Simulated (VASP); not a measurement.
OSZICAR of a VASP run on SnPbSe₂ (space group R-3m):

### OSZICAR
```
       N       E                     dE             d eps       ncg     rms          rms(c)
DAV:   1     0.351515314272E+03    0.35152E+03   -0.16675E+04  2112   0.165E+03
DAV:   2     0.222428926925E+02   -0.32927E+03   -0.32616E+03  2176   0.446E+02
DAV:   3    -0.179160233527E+02   -0.40159E+02   -0.40011E+02  2744   0.161E+02
DAV:   4    -0.193119826504E+02   -0.13960E+01   -0.13952E+01  2280   0.345E+01
DAV:   5    -0.193711201241E+02   -0.59137E-01   -0.59123E-01  3352   0.679E+00    0.449E+00
DAV:   6    -0.189654267853E+02    0.40569E+00   -0.12978E+00  2552   0.685E+00    0.271E+00
DAV:   7    -0.189522369396E+02    0.13190E-01   -0.25627E-01  3008   0.221E+00    0.121E+00
DAV:   8    -0.189492159477E+02    0.30210E-02   -0.34414E-02  2608   0.146E+00    0.129E-01
DAV:   9    -0.189483974626E+02    0.81849E-03   -0.60311E-03  2744   0.547E-01    0.448E-02
DAV:  10    -0.189484324973E+02   -0.35035E-04   -0.34192E-04  2616   0.115E-01    0.175E-02
DAV:  11    -0.189484343159E+02   -0.18185E-05   -0.17123E-05  3104   0.295E-02    0.808E-03
DAV:  12    -0.189484340660E+02    0.24990E-06   -0.18888E-06  2760   0.187E-02    0.229E-03
DAV:  13    -0.189484340055E+02    0.60445E-07   -0.53668E-07  2240   0.498E-03
   1 F= -.18948434E+02 E0= -.18948434E+02  d E =0.000000E+00
```

Problem. Which electronic solver shows in the log?

Solution. It is blocked Davidson (ALGO = Normal, or the opening steps of other solvers). The INCAR had ALGO = Normal.

Problem. Can the final energy be trusted as converged?

Solution. The run converged. It stopped with EDIFF = 1E-7, NELM = 100 (LDA (Ceperley-Alder, Perdew-Zunger), plane waves, VASP's LDA PAW potentials (set 64)).

The structure comes from a computed database's SnPbSe2 entry (R-3m); how it stands against other phases isn't given here. It was relaxed first, which changed the volume by -7 %.
